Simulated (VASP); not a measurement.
VASP input:

POSCAR:
```
HfGe2
1.0
 -2.7246749843   2.7246749843   3.8255654809
  2.7246749843  -2.7246749843   3.8255654809
  2.7246749843   2.7246749843  -3.8255654809
Ge Hf
4 2
Cart
  3.7088039695   0.9841289852  -0.0000000008
  0.9841289847   1.7405459996   0.0000000000
  1.7405459996   0.9841289847   3.8255654809
 -0.9841289852   1.7405459991   3.8255654817
  0.0000000000   0.0000000000   5.7383482213
  0.0000000000   0.0000000000   1.9127827404
```

**INCAR**
```
NELM = 100
EDIFF = 1E-6   ! SCF stop (eV)
ISMEAR = 1   ! Methfessel-Paxton
SIGMA = 0.1   ! width (eV)
GGA = PS   ! PBEsol
ENCUT = 400
NSW = 60   ! most ionic steps
LWAVE = .FALSE.
LASPH = .TRUE.   ! aspherical one-centre terms
LREAL = .FALSE.   ! projection in real space or not
LCHARG = .FALSE.
IBRION = 2
EDIFFG = -0.02
ALGO = Normal   ! blocked Davidson
SYSTEM = HfGe2
PREC = Accurate
ISIF = 3
LMAXMIX = 6
```

**KPOINTS**
```
kpoints
0
gamma
7 7 7
```

POTCAR, in this order: Ge_d Hf_pv (PBE.64 set). Program: vasp_std.

Translate this PBEsol calculation to Quantum ESPRESSO's pw.x.

One equivalent input (not run):
```
&CONTROL
  calculation = 'vc-relax'
  pseudo_dir = './pseudo'
  outdir = './out'
  tprnfor = .true.
  tstress = .true.
  nstep = 60
  forc_conv_thr = 0.00078
/
&SYSTEM
  ibrav = 0
  nat = 6
  ntyp = 2
  ecutwfc = 78
  occupations = 'smearing'
  smearing = 'methfessel-paxton'
  degauss = 0.00735
  input_dft = 'pbesol'
/
&ELECTRONS
  conv_thr = 7.3e-08
  electron_maxstep = 100
/
&IONS
/
&CELL
/
ATOMIC_SPECIES
  Ge 72.630 Ge.upf
  Hf 178.490 Hf.upf
CELL_PARAMETERS angstrom
    -2.7246750    2.7246750    3.8255655
     2.7246750   -2.7246750    3.8255655
     2.7246750    2.7246750   -3.8255655
ATOMIC_POSITIONS crystal
  Ge   0.1805957  0.6805957  0.8611913
  Ge   0.3194043  0.1805957  0.5000000
  Ge   0.6805957  0.8194043  0.5000000
  Ge   0.8194043  0.3194043  0.1388087
  Hf   0.7500000  0.7500000  0.0000000
  Hf   0.2500000  0.2500000  0.0000000
K_POINTS automatic
  7 7 7 0 0 0
```
What does not carry over: the potentials are each code's own (VASP's PAW set, PseudoDojo norm-conserving files in pw.x), so ENCUT and ecutwfc are chosen apart and not converted; conv_thr bounds pw.x's estimated SCF error, while EDIFF bounds the energy change between steps; forc_conv_thr acts on force components and is met together with etot_conv_thr.

The structure was generated: HfGe2 was put into the Al2Cu type (I4/mcm), which need not be its known phase. This run relaxes it. Symmetry was kept, so distortions that lower it aren't found. The start is the result of an earlier pass.
